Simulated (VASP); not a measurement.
# AgB2 (P6/mmm) in VASP: further runs

One crystal, AgB2, is run at these levels: r2SCAN; tasks: single point.

Everything below comes from runs of VASP 6.6.1. Logs are shortened: lines on timing, memory, paths and dates and some standing lists are left out, and cuts for length are marked.

**1. The crystal as given**

It takes space group P6/mmm (No. 191, hexagonal). The conventional cell has a = 3.000 Å, b = 3.000 Å, c = 3.240 Å, α = 90.00°, β = 90.00°, γ = 120.00°. Around Ag (site symmetry 6/mmm) lie 12 B at 2.37 Å. B (site symmetry -6m2) has 3 B at 1.73 Å as nearest neighbours.

**2. Single point, r2SCAN**

File INCAR:

```
SYSTEM = AgB2
PREC = Accurate
ENCUT = 340
EDIFF = 1E-6
ISMEAR = 0
SIGMA = 0.05
LREAL = .False.
LASPH = .True.
NELM = 100
ALGO = Normal
ISIF = 2
LWAVE = .False.
LCHARG = .False.
METAGGA = R2SCAN
LMIXTAU = .True.
ADDGRID = .False.
```

File KPOINTS:

```
regular mesh
0
Gamma
  4 4 3
  0 0 0
```

File POSCAR:

```
AgB2
1.0
    3.0000000000      0.0000000000      0.0000000000
   -1.5000000000      2.5980762114      0.0000000000
    0.0000000000      0.0000000000      3.2400000000
Ag B
1 2
Direct
    0.0000000000      0.0000000000      0.0000000000
    0.6666666667      0.3333333333      0.5000000000
    0.3333333333      0.6666666667      0.5000000000
```

Potentials or basis: VASP PAW PBE potentials, release 64 (Ag, B).

Command:

```console
$ cat potpaw_PBE.64/Ag/POTCAR potpaw_PBE.64/B/POTCAR > POTCAR
$ mpirun -np 1 vasp_std > vasp.out
```

OUTCAR:

```text
SYSTEM = AgB2
   PREC = Accurate
   ENCUT = 340
   EDIFF = 1E-6
   ISMEAR = 0
   LREAL = .False.
   LASPH = .True.
   NELM = 100
   ISIF = 2
   METAGGA = R2SCAN

 Found      8 irreducible k-points:

 Following reciprocal coordinates:
            Coordinates               Weight
  0.000000  0.000000  0.000000      1.000000
  0.250000 -0.000000  0.000000      6.000000
  0.500000 -0.000000  0.000000      3.000000
  0.250000  0.250000  0.000000      6.000000
  0.000000  0.000000  0.333333      2.000000
  0.250000 -0.000000  0.333333     12.000000
   k-points           NKPTS =      8   k-points in BZ     NKDIM =      8   number of bands    NBANDS=     12
   number of dos      NEDOS =    301   number of ions     NIONS =      3
   total plane-waves  NPLWV =   6480
   dimension x,y,z NGX =    18 NGY =   18 NGZ =   20
   dimension x,y,z NGXF=    36 NGYF=   36 NGZF=   40
   ions per type =               1   2
   NGX,Y,Z   is equivalent  to a cutoff of   9.97,  9.97, 10.26 a.u.
   NGXF,Y,Z  is equivalent  to a cutoff of  19.95, 19.95, 20.52 a.u.
 SYSTEM =  AgB2
   PREC   = accura    normal or accurate (medium, high low for compatibility)
   ISTART =      0    job   : 0-new  1-cont  2-samecut
   ICHARG =      2    charge: 1-file 2-atom 10-const
   ISPIN  =      1    spin polarized calculation?
   LNONCOLLINEAR =      F non collinear calculations
   LSORBIT =      F    spin-orbit coupling
   LASPH  =      T    aspherical Exc in radial PAW
   ENCUT  =  340.0 eV  24.99 Ry    5.00 a.u.   4.51  4.51  4.87*2*pi/ulx,y,z
   NELM   =    100;   NELMIN=  2; NELMDL= -5     # of ELM steps
   EDIFF  = 0.1E-05   stopping-criterion for ELM
   LREAL  =      F    real-space projection
   EDIFFG = 0.1E-04   stopping-criterion for IOM
   NSW    =      0    number of steps for IOM
   IBRION =     -1    ionic relax: 0-MD 1-quasi-New 2-CG
   NFREE  =      0    steps in history (QN), initial steepest desc. (CG)
   ISIF   =      2    stress and relaxation
   ISYM   =      2    0-nonsym 1-usesym 2-fastsym
   POTIM  = 0.5000    time-step for ionic-motion
   TEBEG  =    0.0;   TEEND  =   0.0 temperature during run
   PSTRESS=    0.0 pullay stress
   NELECT =      17.0000    total number of electrons
   NUPDOWN=      -1.0000    fix difference up-down
   EMIN   =  10.00;   EMAX   =-10.00  energy-range for DOS
   EFERMI =   0.00;   METHOD = LEGACY
   ISMEAR =     0;   SIGMA  =   0.05  broadening in eV -4-tet -1-fermi 0-gaus
   EFERMI_NEDOS =   21; number of points for ismear=-14 and -15
   IALGO  =     38    algorithm
   IMIX   =      4    mixing-type and parameters
     AMIX     =   0.40;   BMIX     =  1.00
     AMIX_MAG =   1.60;   BMIX_MAG =  1.00
  volume/ion in A,a.u.               =       8.42        56.81
  Fermi-wavevector in a.u.,A,eV,Ry     =   1.434779  2.711340 28.008838  2.058591
  Thomas-Fermi vector in A             =   2.554150
   LORBIT       =      0    0 simple, 1 ext, 2 COOP (PROOUT), +10 PAW based schemes
   METAGGA = R2SCAN    functional components
   LHFCALC =     F    Hartree Fock is set to
   AEXX    =    0.0000 exact exchange contribution
   IVDW    =     0    specifies the selected vdW correction
   LEPSILON=     F    determine dielectric tensor
   LRPA    =     F    only Hartree local field effects (RPA)
 non-spin polarized calculation
 Gauss-broadening in eV      SIGMA  =   0.05
  energy-cutoff  :      340.00
  volume of cell :       25.25
 maximum number of plane-waves:       364
   NGX =  9   NGY =  9   NGZ =  9

 number of electron      16.9999982 magnetization

 Free energy of the ion-electron system (eV)
  ---------------------------------------------------
  ext. energy  EPLUGINS =         0.00000000
  ---------------------------------------------------
  free energy    TOTEN  =       -32.99872681 eV

  energy without entropy =      -32.99144777  energy(sigma->0) =      -32.99508729

 E-fermi :  10.4553     XC(G=0): -14.2715

 val. band max:       10.4347000107   @ k =   0.2500  -0.0000   0.3333
 cond. band min:      10.5083059326   @ k =   0.5000  -0.0000   0.3333
 fundamental gap:      0.0736059219
 Fermi energy:        10.4553318844

 k-point     1 :       0.0000    0.0000    0.0000
  band No.  band energies     occupation
      1      -4.5305      2.00000
      2       3.4005      2.00000
      3       3.8285      2.00000
      4       3.8285      2.00000
      5       5.4719      2.00000
      6       5.4719      2.00000
      7       7.2863      2.00000
      8      11.7066      0.00000
      9      11.7066      0.00000
     10      16.4946      0.00000
     11      16.4946      0.00000
     12      16.7889      0.00000

 k-point     2 :       0.2500   -0.0000    0.0000
  band No.  band energies     occupation
      1      -3.2998      2.00000
      2       2.8260      2.00000
      3       3.7218      2.00000
      4       3.8355      2.00000
      5       4.5975      2.00000
      6       5.3117      2.00000
      7       8.3455      2.00000
      8       9.1342      2.00000
      9      10.3693      1.98499
     10      16.5187      0.00000
     11      17.9048      0.00000
     12      18.2462      0.00000

 k-point     3 :       0.5000   -0.0000    0.0000
  band No.  band energies     occupation
      1      -0.4017      2.00000
      2       0.1934      2.00000
      3       3.1039      2.00000
      4       3.3431      2.00000
      5       5.1568      2.00000
      6       5.9957      2.00000
      7       7.0440      2.00000
      8       7.2381      2.00000
      9      13.8153      0.00000
     10      15.2250      0.00000
     11      17.3722      0.00000
     12      17.3937      0.00000

 k-point     4 :       0.2500    0.2500    0.0000
  band No.  band energies     occupation
      1      -1.0612      2.00000
      2       1.7057      2.00000
      3       2.8669      2.00000
      4       3.4781      2.00000
      5       4.5860      2.00000
      6       5.4655      2.00000
      7       6.6747      2.00000
      8       7.1793      2.00000
      9      13.7411      0.00000
     10      16.1989      0.00000
     11      18.0070      0.00000
     12      20.4417      0.00000

 k-point     5 :       0.0000    0.0000    0.3333
  band No.  band energies     occupation
      1      -3.1939      2.00000
      2       1.7965      2.00000
      3       4.2913      2.00000
      4       4.2914      2.00000
      5       4.8655      2.00000
      6       4.8655      2.00000
      7       5.8107      2.00000
      8      10.6642      0.00000
      9      10.6642      0.00000
     10      18.0685      0.00000
     11      18.9943      0.00000
     12      18.9943      0.00000

 k-point     6 :       0.2500   -0.0000    0.3333
  band No.  band energies     occupation
      1      -2.2992      2.00000
      2       2.3670      2.00000
      3       3.6856      2.00000
      4       4.0028      2.00000
      5       4.0725      2.00000
      6       5.1503      2.00000
      7       6.5716      2.00000
      8       9.3855      2.00000
      9      10.4347      1.44048
     10      16.3290      0.00000
     11      17.8565      0.00000
     12      21.7720      0.00000

 [... further k-points ...]
[... 5 lines left out ...]
  --------------------------------------------------------------------------------------
  -------------------------------------------------------------------------------------
  Total        5.9918969      5.9918969     13.2763540      0.0000000     -0.0000000      0.0000000
  in kB      380.1515474    380.1515475    842.3086401      0.0000000     -0.0000000      0.0000000
  external PRESSURE =     534.2039117 kB  Pullay stress =       0.0000000 kB

 VOLUME and BASIS-vectors are now :
 -----------------------------------------------------------------------------
  energy-cutoff  :      340.00
  volume of cell :       25.25
      direct lattice vectors                 reciprocal lattice vectors
     3.000000000  0.000000000  0.000000000     0.333333333  0.192450090  0.000000000
    -1.500000000  2.598076211  0.000000000     0.000000000  0.384900179  0.000000000
     0.000000000  0.000000000  3.240000000     0.000000000  0.000000000  0.308641975

 POSITION                                       TOTAL-FORCE (eV/Angst)
 -----------------------------------------------------------------------------------
      0.00000      0.00000      0.00000         0.000000      0.000000      0.000000
      1.50000      0.86603      1.62000         0.000000      0.000000      0.000000
     -0.00000      1.73205      1.62000        -0.000000     -0.000000      0.000000
 -----------------------------------------------------------------------------------
    total drift:                               -0.000000      0.000000     -0.000000

  FREE ENERGIE OF THE ION-ELECTRON SYSTEM (eV)
  ---------------------------------------------------
  free  energy   TOTEN  =       -32.9987268110 eV

  energy  without entropy=      -32.9914477664  energy(sigma->0) =      -32.99508729
```

Run time: 7.4 s. Hardware: 1 thread of Intel Xeon 6975P-C (Granite Rapids), shared host; peak memory 0.12 GiB.

The run converged, but some of its settings lie outside the range that counts as converged, so its numbers aren't taken as properties of the crystal.

What came out:

- Free energy: -32.9987 eV
- Band gap on the k mesh: none (metal or under the smearing width)

Caveat: the k mesh is coarse (spacing up to 0.65 Å⁻¹), so the values aren't converged; the cutoff is under 1.25 times the usual one of these potentials, so pressure, stress and relaxed cells hold a basis-set (Pulay) error; a pressure of tens of GPa on the cell as given is suspect, and the run, the potentials or the cell itself is likely at fault; the PAW data sets were made with another functional, which shifts forces and pressure a little.

**3. Single point, r2SCAN**

INCAR is that of step 2.

KPOINTS is that of step 2.

File POSCAR:

```
AgB2
1.0
    3.0000000000      0.0000000000      0.0000000000
   -1.5000000000      2.5980762114      0.0000000000
    0.0000000000      0.0000000000      3.2400000000
Ag B
1 2
Direct
    0.0172000000      0.0014340000     -0.0107780000
    0.6537670000      0.3220700000      0.4709270000
    0.3421410000      0.7037590000      0.5156140000
```

Potentials or basis: VASP PAW PBE potentials, release 64 (Ag, B).

Command:

```console
$ cat potpaw_PBE.64/Ag/POTCAR potpaw_PBE.64/B/POTCAR > POTCAR
$ mpirun -np 1 vasp_std > vasp.out
```

OUTCAR:

```text
SYSTEM = AgB2
   PREC = Accurate
   ENCUT = 340
   EDIFF = 1E-6
   ISMEAR = 0
   LREAL = .False.
   LASPH = .True.
   NELM = 100
   ISIF = 2
   METAGGA = R2SCAN

 Found     26 irreducible k-points:

 Following reciprocal coordinates:
            Coordinates               Weight
  0.000000  0.000000  0.000000      1.000000
  0.250000 -0.000000  0.000000      2.000000
  0.000000  0.250000  0.000000      2.000000
 -0.250000  0.250000  0.000000      2.000000
  0.500000 -0.000000  0.000000      1.000000
  0.000000  0.500000  0.000000      1.000000
   k-points           NKPTS =     26   k-points in BZ     NKDIM =     26   number of bands    NBANDS=     12
[... 163 lines left out ...]
 [... further k-points ...]
[... 5 lines left out ...]
  --------------------------------------------------------------------------------------
  -------------------------------------------------------------------------------------
  Total        5.9367190      8.0355172     12.9822549     -0.0071153      0.1731109      0.0465271
  in kB      376.6508233    509.8075543    823.6497345     -0.4514259     10.9828935      2.9518795
  external PRESSURE =     570.0360374 kB  Pullay stress =       0.0000000 kB

 VOLUME and BASIS-vectors are now :
 -----------------------------------------------------------------------------
  energy-cutoff  :      340.00
  volume of cell :       25.25
      direct lattice vectors                 reciprocal lattice vectors
     3.000000000  0.000000000  0.000000000     0.333333333  0.192450090  0.000000000
    -1.500000000  2.598076211  0.000000000     0.000000000  0.384900179  0.000000000
     0.000000000  0.000000000  3.240000000     0.000000000  0.000000000  0.308641975

 POSITION                                       TOTAL-FORCE (eV/Angst)
 -----------------------------------------------------------------------------------
      0.04945      0.00373      3.20508        -0.202137      0.044815      0.227159
      1.47820      0.83676      1.52580         0.277990      1.365227      0.881296
     -0.02922      1.82842      1.67059        -0.075853     -1.410042     -1.108455
 -----------------------------------------------------------------------------------
    total drift:                                0.000013     -0.000124     -0.000092

  FREE ENERGIE OF THE ION-ELECTRON SYSTEM (eV)
  ---------------------------------------------------
  free  energy   TOTEN  =       -32.8854672579 eV

  energy  without entropy=      -32.8797460201  energy(sigma->0) =      -32.88260664
```

OSZICAR:

```text
N       E                     dE             d eps       ncg     rms          rms(c)
DAV:   1     0.261883035920E+02    0.26188E+02   -0.65616E+03   688   0.949E+02
DAV:   2    -0.390383660750E+02   -0.65227E+02   -0.60543E+02   712   0.219E+02
DAV:   3    -0.404785243184E+02   -0.14402E+01   -0.13850E+01   756   0.332E+01
DAV:   4    -0.404854492437E+02   -0.69249E-02   -0.69165E-02   708   0.240E+00
DAV:   5    -0.404855140531E+02   -0.64809E-04   -0.64807E-04   764   0.220E-01    0.197E+01
DAV:   6    -0.331305805715E+02    0.73549E+01   -0.18845E+01   684   0.706E+01    0.195E+01
DAV:   7    -0.329511146042E+02    0.17947E+00   -0.20505E+00   664   0.220E+01    0.930E+00
DAV:   8    -0.328778230951E+02    0.73292E-01   -0.24173E-01   740   0.619E+00    0.162E+00
DAV:   9    -0.328749790242E+02    0.28441E-02   -0.30538E-02   672   0.265E+00    0.228E-01
DAV:  10    -0.328802625258E+02   -0.52835E-02   -0.25764E-02   652   0.189E+00    0.384E-01
DAV:  11    -0.328818064570E+02   -0.15439E-02   -0.16044E-03   712   0.468E-01    0.151E-01
DAV:  12    -0.328854373526E+02   -0.36309E-02   -0.32817E-03   648   0.671E-01    0.521E-02
DAV:  13    -0.328854592667E+02   -0.21914E-04   -0.80122E-05   748   0.972E-02    0.139E-02
DAV:  14    -0.328854537130E+02    0.55537E-05   -0.34703E-05   712   0.721E-02    0.123E-02
DAV:  15    -0.328854668100E+02   -0.13097E-04   -0.79380E-06   696   0.351E-02    0.471E-03
DAV:  16    -0.328854672579E+02   -0.44787E-06   -0.10799E-06   352   0.150E-02
   1 F= -.32885467E+02 E0= -.32882607E+02  d E =-.572124E-02
```

stdout:

```text
POSCAR found type information on POSCAR AgB
 POSCAR found :  2 types and       3 ions
 scaLAPACK will be used
 -----------------------------------------------------------------------------
|                                                                             |
|                                                                             |
|     You enforced a specific xc type in the INCAR file but a different       |
|     I HOPE YOU KNOW WHAT YOU ARE DOING!                                     |
|                                                                             |
 -----------------------------------------------------------------------------

 LDA part: xc-table for (None), standard interpolation
 POSCAR, INCAR and KPOINTS ok, starting setup
 FFT: planning ... GRIDC
 FFT: planning ... GRID_SOFT
 FFT: planning ... GRID
 WAVECAR not read
 entering main loop
```

Run time: 11 s. Hardware: 1 thread of Intel Xeon 6975P-C (Granite Rapids), shared host; peak memory 0.12 GiB.

The run converged, but some of its settings lie outside the range that counts as converged, so its numbers aren't taken as properties of the crystal.

Results:

```yaml
Free_energy: -32.8855 eV
Largest_force: 1.795 eV/Å
Band_gap_on_the_k_mesh: none (metal or under the smearing width)
```

Caveat: the k mesh is coarse (spacing up to 0.65 Å⁻¹), so the values aren't converged; the cutoff is under 1.25 times the usual one of these potentials, so pressure, stress and relaxed cells hold a basis-set (Pulay) error; the PAW data sets were made with another functional, which shifts forces and pressure a little.

(Part 1 of 3 ends here.)
